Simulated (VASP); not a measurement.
# Cl3Ga in VASP: settings compared

Aim: see how the results for Cl3Ga move with the level of theory and the settings. Levels: optB88-vdW, PBE. Tasks: single point.

Everything below comes from runs of VASP 6.6.1. Logs are shortened: lines on timing, memory, paths and dates and some standing lists are left out, and cuts for length are marked.

### Step 1. Starting point

The cell holds a molecule in a box, 4 atoms: a = 11.000 Å, b = 13.000 Å, c = 13.000 Å, α = 90.00°, β = 90.00°, γ = 90.00°.

### Step 2. Single point, optB88-vdW

The input, INCAR:

```
SYSTEM = GaCl3
AGGAC    = 0.0          
ALGO     = Normal         ! electronic algorithm
EDIFF    = 1E-7           ! SCF threshold, eV
ENCUT    = 520            ! plane-wave cutoff, eV
GGA      = BO             ! functional
ISIF     = 2              ! what is computed and relaxed
ISMEAR   = 0              ! smearing method
LASPH    = .TRUE.         ! aspherical terms in the spheres
LCHARG   = .TRUE.         ! write CHGCAR
LELF     = .TRUE.         ! ELF
LREAL    = .FALSE.        ! projectors in reciprocal space
LUSE_VDW = .TRUE.       
LVACPOTAV= .TRUE.       
LVHAR    = .TRUE.       
LWAVE    = .FALSE.        ! write WAVECAR
NELM     = 100            ! most SCF steps
PARAM1   = 0.1833333333 
PARAM2   = 0.22         
PREC     = Accurate       ! precision mode
SIGMA    = 0.01           ! smearing width, eV
```

The input, KPOINTS:

```
k-points
0
G
  1 1 1
  0 0 0
```

The input, POSCAR:

```
GaCl3
1.0
   11.0000000000      0.0000000000      0.0000000000
    0.0000000000     13.0000000000      0.0000000000
    0.0000000000      0.0000000000     13.0000000000
Cl Ga
3 1
Cartesian
    6.3137000300      7.1007500200      8.0633000500
    5.3567000300      4.7343500100      5.4442000600
    4.7123000100      8.3076500000      5.0046999600
    5.4607999600      6.7142500100      6.1706999900
```

Potentials or basis: VASP PAW PBE potentials, release 64 (Cl, Ga_d).

On the command line:

```bash
$ cat potpaw_PBE.64/Cl/POTCAR potpaw_PBE.64/Ga_d/POTCAR > POTCAR
$ mpirun -np 1 vasp_gam > vasp.out
```

OUTCAR:

```text
SYSTEM = GaCl3
   EDIFF = 1E-7
   ENCUT = 520
   GGA = BO
   ISIF = 2
   ISMEAR = 0
   LASPH = .TRUE.
   LREAL = .FALSE.
   NELM = 100
   PREC = Accurate

 ion  position               nearest neighbor table
   1  0.574  0.546  0.620-   4 2.11
   2  0.487  0.364  0.419-   4 2.11
   3  0.428  0.639  0.385-   4 2.11
   4  0.496  0.516  0.475-   2 2.11   3 2.11   1 2.11

  LATTYP: Found a simple tetragonal cell.
 ALAT       =    13.0000000000
 C/A-ratio  =     0.8461538462

  Lattice vectors:

 A1 = (   0.0000000000,  13.0000000000,   0.0000000000)
 A2 = (   0.0000000000,   0.0000000000,  13.0000000000)
 A3 = (  11.0000000000,   0.0000000000,   0.0000000000)

Analysis of symmetry for initial positions (statically):
=====================================================================
 Subroutine PRICEL returns:
 Original cell was already a primitive cell.

 Routine SETGRP: Setting up the symmetry group for a
 simple tetragonal supercell.

 Subroutine GETGRP returns: Found  1 space group operations
 (whereof  1 operations were pure point group operations)
 out of a pool of 16 trial point group operations.

The static configuration has the point symmetry C_1 .

Analysis of symmetry for dynamics (positions and initial velocities):
=====================================================================
 Subroutine PRICEL returns:
 Original cell was already a primitive cell.

 Routine SETGRP: Setting up the symmetry group for a
 simple tetragonal supercell.

 Subroutine GETGRP returns: Found  1 space group operations
 (whereof  1 operations were pure point group operations)
 out of a pool of 16 trial point group operations.

The dynamic configuration has the point symmetry C_1 .

 Subroutine INISYM returns: Found  1 space group operations
 (whereof  1 operations are pure point group operations),
 and found     1 'primitive' translations

----------------------------------------------------------------------------------------

                                     Primitive cell

  volume of cell :    1859.0000

  direct lattice vectors                    reciprocal lattice vectors
    11.000000000  0.000000000  0.000000000     0.090909091  0.000000000  0.000000000
     0.000000000 13.000000000  0.000000000     0.000000000  0.076923077  0.000000000
     0.000000000  0.000000000 13.000000000     0.000000000  0.000000000  0.076923077

  length of vectors
    11.000000000 13.000000000 13.000000000     0.090909091  0.076923077  0.076923077

  position of ions in fractional coordinates (direct lattice)
     0.573972730  0.546211540  0.620253850
     0.486972730  0.364180770  0.418784620
     0.428390910  0.639050000  0.384976920
     0.496436360  0.516480770  0.474669230

  ion indices of the primitive-cell ions
   primitive index   ion index
                 1           1
                 2           2
                 3           3
                 4           4

----------------------------------------------------------------------------------------

 KPOINTS: k-points

Automatic generation of k-mesh.
 Grid dimensions read from file:
 generate k-points for:    1    1    1

 Generating k-lattice:

  Cartesian coordinates                     Fractional coordinates (reciprocal lattice)
     0.090909091  0.000000000  0.000000000     1.000000000  0.000000000  0.000000000
     0.000000000  0.076923077  0.000000000     0.000000000  1.000000000  0.000000000
     0.000000000  0.000000000  0.076923077     0.000000000  0.000000000  1.000000000

  Length of vectors
     0.090909091  0.076923077  0.076923077

  Shift w.r.t. Gamma in fractional coordinates (k-lattice)
     0.000000000  0.000000000  0.000000000

 Subroutine IBZKPT returns following result:
 ===========================================

 Found      1 irreducible k-points:

 Following reciprocal coordinates:
            Coordinates               Weight
  0.000000  0.000000  0.000000      1.000000
   k-points           NKPTS =      1   k-points in BZ     NKDIM =      1   number of bands    NBANDS=     21
   number of dos      NEDOS =    301   number of ions     NIONS =      4
   total plane-waves  NPLWV = 806736
   dimension x,y,z NGX =    84 NGY =   98 NGZ =   98
   dimension x,y,z NGXF=   168 NGYF=  196 NGZF=  196
   ions per type =               3   1
   NGX,Y,Z   is equivalent  to a cutoff of  12.70, 12.53, 12.53 a.u.
   NGXF,Y,Z  is equivalent  to a cutoff of  25.39, 25.06, 25.06 a.u.
 SYSTEM =  GaCl3
   PREC   = accura    normal or accurate (medium, high low for compatibility)
   ISTART =      0    job   : 0-new  1-cont  2-samecut
   ICHARG =      2    charge: 1-file 2-atom 10-const
   ISPIN  =      1    spin polarized calculation?
   LNONCOLLINEAR =      F non collinear calculations
   LSORBIT =      F    spin-orbit coupling
   LASPH  =      T    aspherical Exc in radial PAW
   ENCUT  =  520.0 eV  38.22 Ry    6.18 a.u.  20.45 24.17 24.17*2*pi/ulx,y,z
   NELM   =    100;   NELMIN=  2; NELMDL= -5     # of ELM steps
   EDIFF  = 0.1E-06   stopping-criterion for ELM
   LREAL  =      F    real-space projection
   EDIFFG = 0.1E-05   stopping-criterion for IOM
   NSW    =      0    number of steps for IOM
   IBRION =     -1    ionic relax: 0-MD 1-quasi-New 2-CG
   NFREE  =      0    steps in history (QN), initial steepest desc. (CG)
   ISIF   =      2    stress and relaxation
   ISYM   =      2    0-nonsym 1-usesym 2-fastsym
   POTIM  = 0.5000    time-step for ionic-motion
   TEBEG  =    0.0;   TEEND  =   0.0 temperature during run
   PSTRESS=    0.0 pullay stress
   NELECT =      34.0000    total number of electrons
   NUPDOWN=      -1.0000    fix difference up-down
   EMIN   =  10.00;   EMAX   =-10.00  energy-range for DOS
   EFERMI =   0.00;   METHOD = LEGACY
   ISMEAR =     0;   SIGMA  =   0.01  broadening in eV -4-tet -1-fermi 0-gaus
   EFERMI_NEDOS =   21; number of points for ismear=-14 and -15
   IALGO  =     38    algorithm
   IMIX   =      4    mixing-type and parameters
     AMIX     =   0.40;   BMIX     =  1.00
     AMIX_MAG =   1.60;   BMIX_MAG =  1.00
  volume/ion in A,a.u.               =     464.75      3136.29
  Fermi-wavevector in a.u.,A,eV,Ry     =   0.431328  0.815092  2.531284  0.186044
  Thomas-Fermi vector in A             =   1.400419
   LORBIT       =      0    0 simple, 1 ext, 2 COOP (PROOUT), +10 PAW based schemes
   GGA     = BO    functional components
   LHFCALC =     F    Hartree Fock is set to
   AEXX    =    0.0000 exact exchange contribution
   IVDW_NL    =     1    kernel type
   BPARAM     = 6.3000
   IVDW    =     0    specifies the selected vdW correction
   LEPSILON=     F    determine dielectric tensor
   LRPA    =     F    only Hartree local field effects (RPA)
 non-spin polarized calculation
 Gauss-broadening in eV      SIGMA  =   0.01
  energy-cutoff  :      520.00
  volume of cell :     1859.00
 maximum number of plane-waves:     25047
 NGX is ok and might be reduce to    84
   NGX = 41   NGY = 49   NGZ = 49

 number of electron      34.0000003 magnetization

 Free energy of the ion-electron system (eV)
  ---------------------------------------------------
  ext. energy  EPLUGINS =         0.00000000
  ---------------------------------------------------
  free energy    TOTEN  =        -3.10581978 eV

  energy without entropy =       -3.10581978  energy(sigma->0) =       -3.10581978

 E-fermi :  -7.7168     XC(G=0):  -1.4177

 val. band max:       -7.7815689219   @ k =   0.0000   0.0000   0.0000
 cond. band min:      -2.9763605032   @ k =   0.0000   0.0000   0.0000
 fundamental gap:      4.8052084186
 Fermi energy:        -7.7168010888

 k-point     1 :       0.0000    0.0000    0.0000
  band No.  band energies     occupation
      1     -21.7279      2.00000
      2     -21.5864      2.00000
      3     -21.5861      2.00000
      4     -21.0432      2.00000
      5     -21.0431      2.00000
      6     -20.3667      2.00000
[... 13 lines left out ...]
     20      -1.6138      0.00000
     21      -0.5711      0.00000

------------------------ aborting loop because EDIFF is reached ----------------------------------------

  FORCE on cell =-STRESS in cart. coord.  units (eV):
  Direction    XX          YY          ZZ          XY          YZ          ZX
  --------------------------------------------------------------------------------------
  -------------------------------------------------------------------------------------
  Total        0.0099451      0.3882787      0.3101025     -0.0455059      0.0226637      0.1852122
  in kB        0.0085712      0.3346376      0.2672616     -0.0392192      0.0195326      0.1596250
  external PRESSURE =       0.2034901 kB  Pullay stress =       0.0000000 kB

 VOLUME and BASIS-vectors are now :
 -----------------------------------------------------------------------------
  energy-cutoff  :      520.00
  volume of cell :     1859.00
      direct lattice vectors                 reciprocal lattice vectors
    11.000000000  0.000000000  0.000000000     0.090909091  0.000000000  0.000000000
     0.000000000 13.000000000  0.000000000     0.000000000  0.076923077  0.000000000
     0.000000000  0.000000000 13.000000000     0.000000000  0.000000000  0.076923077

 POSITION                                       TOTAL-FORCE (eV/Angst)
 -----------------------------------------------------------------------------------
      6.31370      7.10075      8.06330         0.063445      0.030332      0.136477
      5.35670      4.73435      5.44420        -0.002569     -0.138260     -0.051759
      4.71230      8.30765      5.00470        -0.050448      0.115477     -0.083330
      5.46080      6.71425      6.17070        -0.010428     -0.007549     -0.001388
 -----------------------------------------------------------------------------------
    total drift:                               -0.013401     -0.011517     -0.002820

  FREE ENERGIE OF THE ION-ELECTRON SYSTEM (eV)
  ---------------------------------------------------
  free  energy   TOTEN  =        -3.1058197771 eV

  energy  without entropy=       -3.1058197771  energy(sigma->0) =       -3.10581978

Total vdW correction in eV:      8.1982075
```

It took 32 min on 1 thread of Intel Xeon 6975P-C (Granite Rapids), shared host; peak memory 4.7 GiB.

Results:

| Quantity | Value |
| --- | --- |
| Free energy | -3.1058 eV |
| Largest force | 0.154 eV/Å |
| Gap between the frontier levels | 4.81 eV |

Forces on the atoms (eV/Å):
```
Cl   0.063  0.030  0.136
Cl  -0.003 -0.138 -0.052
Cl  -0.050  0.115 -0.083
Ga  -0.010 -0.008 -0.001
```

Levels at points of the mesh, in eV from the valence-band top:
```tsv
k point	band 13	band 14	band 15	band 16	band 17	band 18	band 19	band 20	band 21
(0.00, 0.00, 0.00)	-0.31	-0.31	-0.31	-0.31	0.00	4.81	5.60	6.17	7.21
```

Caveat: the PAW data sets were made with another functional, which shifts forces and pressure a little.

### Step 3. Single point, PBE

The input, INCAR:

```
SYSTEM = GaCl3
ALGO = Fast ; EDIFF = 1E-6
ENCUT = 520 ; GGA = PE
ISIF = 2 ; ISMEAR = 0
LASPH = .TRUE. ; LCHARG = .FALSE.
LREAL = .FALSE. ; LWAVE = .FALSE.
NBANDS = 25 ; NELM = 80
PREC = Accurate ; SIGMA = 0.01
```

KPOINTS is that of step 2.

The input, POSCAR:

```
GaCl3
1.0
   11.0000000000      0.0000000000      0.0000000000
    0.0000000000     13.0000000000      0.0000000000
    0.0000000000      0.0000000000     13.0000000000
Cl Ga
3 1
Direct
    0.5739727300      0.5462115400      0.6202538500
    0.4869727300      0.3641807700      0.4187846200
    0.4283909100      0.6390500000      0.3849769200
    0.4964363600      0.5164807700      0.4746692300
```

Potentials or basis: VASP PAW PBE potentials, release 64 (Cl, Ga_d).

On the command line:

```bash
$ cat potpaw_PBE.64/Cl/POTCAR potpaw_PBE.64/Ga_d/POTCAR > POTCAR
$ mpirun -np 1 vasp_gam > vasp.out
```

OUTCAR:

```text
SYSTEM = GaCl3
   EDIFF = 1E-6
   ENCUT = 520
   GGA = PE
   ISIF = 2
   ISMEAR = 0
   LASPH = .TRUE.
   LREAL = .FALSE.
   NELM = 80
   PREC = Accurate

 ion  position               nearest neighbor table
   1  0.574  0.546  0.620-   4 2.11
   2  0.487  0.364  0.419-   4 2.11
   3  0.428  0.639  0.385-   4 2.11
   4  0.496  0.516  0.475-   2 2.11   3 2.11   1 2.11

  LATTYP: Found a simple tetragonal cell.
 ALAT       =    13.0000000000
 C/A-ratio  =     0.8461538462

  Lattice vectors:

 A1 = (   0.0000000000,  13.0000000000,   0.0000000000)
 A2 = (   0.0000000000,   0.0000000000,  13.0000000000)
 A3 = (  11.0000000000,   0.0000000000,   0.0000000000)

Analysis of symmetry for initial positions (statically):
=====================================================================
 Subroutine PRICEL returns:
 Original cell was already a primitive cell.

 Routine SETGRP: Setting up the symmetry group for a
 simple tetragonal supercell.

 Subroutine GETGRP returns: Found  1 space group operations
 (whereof  1 operations were pure point group operations)
 out of a pool of 16 trial point group operations.

The static configuration has the point symmetry C_1 .

Analysis of symmetry for dynamics (positions and initial velocities):
=====================================================================
 Subroutine PRICEL returns:
 Original cell was already a primitive cell.

 Routine SETGRP: Setting up the symmetry group for a
 simple tetragonal supercell.

 Subroutine GETGRP returns: Found  1 space group operations
 (whereof  1 operations were pure point group operations)
 out of a pool of 16 trial point group operations.

The dynamic configuration has the point symmetry C_1 .

[... 94 lines left out ...]
   EFERMI_NEDOS =   21; number of points for ismear=-14 and -15
   IALGO  =     68    algorithm
   IMIX   =      4    mixing-type and parameters
     AMIX     =   0.40;   BMIX     =  1.00
     AMIX_MAG =   1.60;   BMIX_MAG =  1.00
  volume/ion in A,a.u.               =     464.75      3136.29
  Fermi-wavevector in a.u.,A,eV,Ry     =   0.431328  0.815092  2.531284  0.186044
  Thomas-Fermi vector in A             =   1.400419
   LORBIT       =      0    0 simple, 1 ext, 2 COOP (PROOUT), +10 PAW based schemes
   GGA     = PE    functional components
   LHFCALC =     F    Hartree Fock is set to
   AEXX    =    0.0000 exact exchange contribution
   IVDW    =     0    specifies the selected vdW correction
   LEPSILON=     F    determine dielectric tensor
   LRPA    =     F    only Hartree local field effects (RPA)
 non-spin polarized calculation
 RMM-DIIS sequential band-by-band and
 Gauss-broadening in eV      SIGMA  =   0.01
  energy-cutoff  :      520.00
  volume of cell :     1859.00
 maximum number of plane-waves:     25047
 NGX is ok and might be reduce to    84
   NGX = 41   NGY = 49   NGZ = 49

 number of electron      34.0000003 magnetization

 Free energy of the ion-electron system (eV)
  ---------------------------------------------------
  ext. energy  EPLUGINS =         0.00000000
  ---------------------------------------------------
  free energy    TOTEN  =       -12.41457691 eV

  energy without entropy =      -12.41457691  energy(sigma->0) =      -12.41457691

 E-fermi :  -7.5594     XC(G=0):  -0.9070

 val. band max:       -7.6517281892   @ k =   0.0000   0.0000   0.0000
 cond. band min:      -2.7321859406   @ k =   0.0000   0.0000   0.0000
 fundamental gap:      4.9195422486
 Fermi energy:        -7.5593556383

 k-point     1 :       0.0000    0.0000    0.0000
  band No.  band energies     occupation
      1     -21.5177      2.00000
      2     -21.3510      2.00000
      3     -21.3506      2.00000
      4     -20.7276      2.00000
      5     -20.7275      2.00000
      6     -20.1497      2.00000
[... 17 lines left out ...]
     24       0.8839      0.00000
     25       1.0595      0.00000

------------------------ aborting loop because EDIFF is reached ----------------------------------------

  FORCE on cell =-STRESS in cart. coord.  units (eV):
  Direction    XX          YY          ZZ          XY          YZ          ZX
  --------------------------------------------------------------------------------------
  -------------------------------------------------------------------------------------
  Total        0.0509383      0.3885282      0.3177138     -0.0420517      0.0200698      0.1658489
  in kB        0.0439011      0.3348526      0.2738213     -0.0362422      0.0172972      0.1429367
  external PRESSURE =       0.2175250 kB  Pullay stress =       0.0000000 kB

 VOLUME and BASIS-vectors are now :
 -----------------------------------------------------------------------------
  energy-cutoff  :      520.00
  volume of cell :     1859.00
      direct lattice vectors                 reciprocal lattice vectors
    11.000000000  0.000000000  0.000000000     0.090909091  0.000000000  0.000000000
     0.000000000 13.000000000  0.000000000     0.000000000  0.076923077  0.000000000
     0.000000000  0.000000000 13.000000000     0.000000000  0.000000000  0.076923077

 POSITION                                       TOTAL-FORCE (eV/Angst)
 -----------------------------------------------------------------------------------
      6.31370      7.10075      8.06330         0.055352      0.024896      0.121989
      5.35670      4.73435      5.44420        -0.007169     -0.127033     -0.046530
      4.71230      8.30765      5.00470        -0.048850      0.102609     -0.074890
      5.46080      6.71425      6.17070         0.000668     -0.000473     -0.000569
 -----------------------------------------------------------------------------------
    total drift:                                0.000614      0.001535      0.000166

  FREE ENERGIE OF THE ION-ELECTRON SYSTEM (eV)
  ---------------------------------------------------
  free  energy   TOTEN  =       -12.4145769146 eV

  energy  without entropy=      -12.4145769146  energy(sigma->0) =      -12.41457691
```

stdout:

```text
POSCAR found type information on POSCAR ClGa
 POSCAR found :  2 types and       4 ions
 scaLAPACK will be used
 LDA part: xc-table for (Slater+PW92), standard interpolation
 POSCAR, INCAR and KPOINTS ok, starting setup
 FFT: planning ... GRIDC
 FFT: planning ... GRID_SOFT
 FFT: planning ... GRID
 WAVECAR not read
 entering main loop
```

Run time: 1.8 min. Hardware: 1 thread of Intel Xeon 6975P-C (Granite Rapids), shared host; peak memory 1.3 GiB.

What came out:

| Property | Result |
| --- | --- |
| Free energy | -12.4146 eV |
| Largest force | 0.136 eV/Å |
| Gap between the frontier levels | 4.92 eV |

Forces on the atoms (eV/Å):
```
Cl   0.055  0.025  0.122
Cl  -0.007 -0.127 -0.047
Cl  -0.049  0.103 -0.075
Ga   0.001  0.000 -0.001
```

As with any semilocal functional, this PBE gap is likely too small.

### Step 4. For comparison

An earlier run on the cell as given: functional PBE; potentials or basis VASP PAW PBE potentials, release 64 (Cl, Ga_d); cutoff 520 eV; k mesh 1 × 1 × 1; occupations gaussian, width 0.01 eV; no spin polarisation.

* Largest force: 0.136 eV/Å
* Gap between the frontier levels: 4.92 eV
